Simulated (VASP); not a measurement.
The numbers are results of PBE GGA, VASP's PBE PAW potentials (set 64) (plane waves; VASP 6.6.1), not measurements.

The input files of a VASP run:

### INCAR
```
ALGO  =  Normal
EDIFF  =  1E-6
ENCUT  =  400
GGA  =  PE
ISIF  =  2
ISMEAR  =  0
LASPH  =  .True.
LCHARG  =  .False.
LMAXMIX  =  4
LREAL  =  .False.
LWAVE  =  .False.
NELM  =  100
PREC  =  Accurate
SIGMA  =  0.05
SYSTEM  =  SnSe2
```

KPOINTS:
```
K-points
0
gamma
5 5 2
```

POSCAR:
```
SnSe2
12.52560
  0.1551302932  -0.2686935556   0.0000000000
  0.1551302932   0.2686935556   0.0000000000
  0.0000000000   0.0000000000   0.5000000000
Sn Se
1 2
Direct
  0.0000000000   0.0000000000   0.0000000000
  0.3333330000   0.6666670000   0.2500000000
  0.6666670000   0.3333330000   0.7500000000
```

POTCAR, in this order: Sn_d Se (PBE.64 set). Program: vasp_std.

The resulting files:

**OUTCAR**
```
 ion  position               nearest neighbor table
   1  0.000  0.000  0.000-   2 2.74   3 2.74   3 2.74   2 2.74   3 2.74   2 2.74
   2  0.333  0.667  0.250-   1 2.74   1 2.74   1 2.74
   3  0.667  0.333  0.750-   1 2.74   1 2.74   1 2.74
  LATTYP: Found a hexagonal cell.
 ALAT       =     3.8862000657
 C/A-ratio  =     1.6115485292
 Subroutine PRICEL returns:
 Original cell was already a primitive cell.
 Subroutine GETGRP returns: Found 12 space group operations
The static configuration has the point symmetry D_3d.
The dynamic configuration has the point symmetry D_3d.
 Subroutine INISYM returns: Found 12 space group operations
 Subroutine IBZKPT returns following result:
 Found     10 irreducible k-points:

 Following reciprocal coordinates:
            Coordinates               Weight
  0.000000  0.000000  0.000000      1.000000
  0.200000  0.000000  0.000000      6.000000
  0.400000 -0.000000  0.000000      6.000000
  0.200000  0.200000  0.000000      6.000000
  0.400000  0.200000  0.000000      6.000000
  0.000000  0.000000  0.500000      1.000000
  0.200000  0.000000  0.500000      6.000000
  0.400000 -0.000000  0.500000      6.000000
  0.200000  0.200000  0.500000      6.000000
  0.400000  0.200000  0.500000      6.000000
   k-points           NKPTS =     10   k-points in BZ     NKDIM =     10   number of bands    NBANDS=     17
   number of dos      NEDOS =    301   number of ions     NIONS =      3
   total plane-waves  NPLWV =  32928
   dimension x,y,z NGX =    28 NGY =   28 NGZ =   42
   dimension x,y,z NGXF=    56 NGYF=   56 NGZF=   84
   ions per type =               1   2
   PREC   = accura    normal or accurate (medium, high low for compatibility)
   ISTART =      0    job   : 0-new  1-cont  2-samecut
   ICHARG =      2    charge: 1-file 2-atom 10-const
   ISPIN  =      1    spin polarized calculation?
   LNONCOLLINEAR =      F non collinear calculations
   LSORBIT =      F    spin-orbit coupling
   INIWAV =      1    electr: 0-lowe 1-rand  2-diag
   ENCUT  =  400.0 eV  29.40 Ry    5.42 a.u.   6.34  6.34 10.21*2*pi/ulx,y,z
   NELM   =    100;   NELMIN=  2; NELMDL= -5     # of ELM steps
   EDIFF  = 0.1E-05   stopping-criterion for ELM
   LREAL  =      F    real-space projection
   NLSPLINE    = F    spline interpolate recip. space projectors
   LMAXMIX     =    4 max onsite mixed and CHGCAR
   VOSKOWN=      0    Vosko Wilk Nusair interpolation
   EDIFFG = 0.1E-04   stopping-criterion for IOM
   NSW    =      0    number of steps for IOM
   NBLOCK =      1;   KBLOCK =      1    inner block; outer block
   IBRION =     -1    ionic relax: 0-MD 1-quasi-New 2-CG
   NFREE  =      0    steps in history (QN), initial steepest desc. (CG)
   ISIF   =      2    stress and relaxation
   ISYM   =      2    0-nonsym 1-usesym 2-fastsym
   TEIN   =    0.0    initial temperature
   TEBEG  =    0.0;   TEEND  =   0.0 temperature during run
   SMASS  =  -3.00    Nose mass-parameter (am)
   PSTRESS=    0.0 pullay stress
   NELECT =      26.0000    total number of electrons
   EFERMI =   0.00;   METHOD = LEGACY
   ISMEAR =     0;   SIGMA  =   0.05  broadening in eV -4-tet -1-fermi 0-gaus
   IALGO  =     38    algorithm
   LDIAG  =      T    sub-space diagonalisation (order eigenvalues)
   IMIX   =      4    mixing-type and parameters
     AMIX     =   0.40;   BMIX     =  1.00
     AMIX_MAG =   1.60;   BMIX_MAG =  1.00
     AMIN     =   0.10
   GGA     = PE    functional components
   VOSKOWN =     0    Vosko Wilk Nusair interpolation
   LHFCALC =     F    Hartree Fock is set to
   LHFONE  =     F    Hartree Fock one center treatment
   AEXX    =    0.0000 exact exchange contribution
   IVDW    =     0    specifies the selected vdW correction
   LEPSILON=     F    determine dielectric tensor
...
```

### OSZICAR
```
       N       E                     dE             d eps       ncg     rms          rms(c)
DAV:   1     0.174161102598E+03    0.17416E+03   -0.10983E+04   340   0.147E+03
DAV:   2     0.676771307203E+01   -0.16739E+03   -0.16543E+03   358   0.345E+02
DAV:   3    -0.116043417765E+02   -0.18372E+02   -0.18128E+02   444   0.114E+02
DAV:   4    -0.120879261020E+02   -0.48358E+00   -0.48327E+00   395   0.202E+01
DAV:   5    -0.120999946721E+02   -0.12069E-01   -0.12068E-01   524   0.314E+00    0.477E+00
DAV:   6    -0.118430815151E+02    0.25691E+00   -0.65379E-01   494   0.866E+00    0.310E+00
DAV:   7    -0.118283879366E+02    0.14694E-01   -0.15334E-01   425   0.271E+00    0.102E+00
DAV:   8    -0.118285699150E+02   -0.18198E-03   -0.12322E-02   410   0.114E+00    0.273E-01
DAV:   9    -0.118291519607E+02   -0.58205E-03   -0.14353E-03   375   0.312E-01    0.803E-02
DAV:  10    -0.118291695172E+02   -0.17556E-04   -0.12901E-04   485   0.869E-02    0.318E-02
DAV:  11    -0.118292054152E+02   -0.35898E-04   -0.56277E-05   346   0.477E-02    0.992E-03
DAV:  12    -0.118292056617E+02   -0.24642E-06   -0.26167E-06   367   0.144E-02
   1 F= -.11829206E+02 E0= -.11829206E+02  d E =-.344913E-11
```

**OUTCAR**
```
------------------------ aborting loop because EDIFF is reached ----------------------------------------
  FORCE on cell =-STRESS in cart. coord.  units (eV):
  Direction    XX          YY          ZZ          XY          YZ          ZX
  --------------------------------------------------------------------------------------
  Total        0.4265250      0.4265251      0.8762074     -0.0000000      0.0000000      0.0000000
  in kB        8.3426808      8.3426812     17.1383105     -0.0000000      0.0000000      0.0000000
  external PRESSURE =      11.2745575 kB  Pullay stress =       0.0000000 kB
  volume of cell :       81.91
      direct lattice vectors                 reciprocal lattice vectors
     1.943100000 -3.365548000  0.000000000     0.257320776 -0.148564216  0.000000000
     1.943100000  3.365548000  0.000000000     0.257320776  0.148564216  0.000000000
     0.000000000  0.000000000  6.262800000     0.000000000  0.000000000  0.159672990
 POSITION                                       TOTAL-FORCE (eV/Angst)
 -----------------------------------------------------------------------------------
      0.00000      0.00000      0.00000        -0.000000      0.000000     -0.000000
      1.94310      1.12185      1.56570         0.000000     -0.000000      0.173938
      1.94310     -1.12185      4.69710        -0.000000      0.000000     -0.173938
 -----------------------------------------------------------------------------------
    total drift:                                0.000000      0.000000      0.000000
  FREE ENERGIE OF THE ION-ELECTRON SYSTEM (eV)
  ---------------------------------------------------
  free  energy   TOTEN  =       -11.8292056617 eV

  energy  without entropy=      -11.8292056617  energy(sigma->0) =      -11.82920566
```
(Selected blocks of OUTCAR.)

**OUTCAR**
```
 val. band max:        3.5181113654   @ k =   0.0000   0.0000   0.0000

 cond. band min:       4.3844028569   @ k =   0.0000   0.0000   0.0000


 Fermi energy:         3.7355578178

 k-point     1 :       0.0000    0.0000    0.0000
  band No.  band energies     occupation
      1     -17.6421      2.00000
      2     -17.6421      2.00000
      3     -17.6165      2.00000
      4     -17.6035      2.00000
      5     -17.6035      2.00000
      6     -10.0007      2.00000
      7      -8.4513      2.00000
      8      -2.3762      2.00000
      9       2.9363      2.00000
     10       2.9364      2.00000
     11       3.2097      2.00000
     12       3.2097      2.00000
     13       3.5181      2.00000
     14       4.3844      0.00000
     15       6.4828      0.00000
     16       8.0809      0.00000
     17       8.0810      0.00000

 k-point     2 :       0.2000    0.0000    0.0000
  band No.  band energies     occupation
      1     -17.6568      2.00000
      2     -17.6334      2.00000
      3     -17.6120      2.00000
      4     -17.6050      2.00000
      5     -17.6000      2.00000
      6      -9.6457      2.00000
      7      -8.2507      2.00000
      8      -2.4195      2.00000
      9       0.7064      2.00000
     10       1.8048      2.00000
     11       2.0035      2.00000
     12       3.4640      2.00000
     13       3.4664      2.00000
     14       5.5988      0.00000
     15       7.2136      0.00000
     16       8.5510      0.00000
     17       8.6314      0.00000

 k-point     3 :       0.4000   -0.0000    0.0000
  band No.  band energies     occupation
      1     -17.6834      2.00000
      2     -17.6279      2.00000
      3     -17.6199      2.00000
      4     -17.5896      2.00000
      5     -17.5857      2.00000
      6      -8.7972      2.00000
      7      -8.0275      2.00000
      8      -3.1965      2.00000
      9      -0.4425      2.00000
     10       0.8177      2.00000
     11       1.2218      2.00000
...
```

Unless said otherwise, spin-orbit coupling is left out, though it shifts the bands of the heavy elements here.

The compound is SnSe2 in the 1T layered structure. The cell was not relaxed at this level. The k-mesh is coarse (spacing up to 0.50 per Å, 2π included), so the numbers may not be converged in it. The run is one of a series of settings (KPOINTS 5×5×2 Γ-centred mesh against the base run), some of them coarse on purpose.
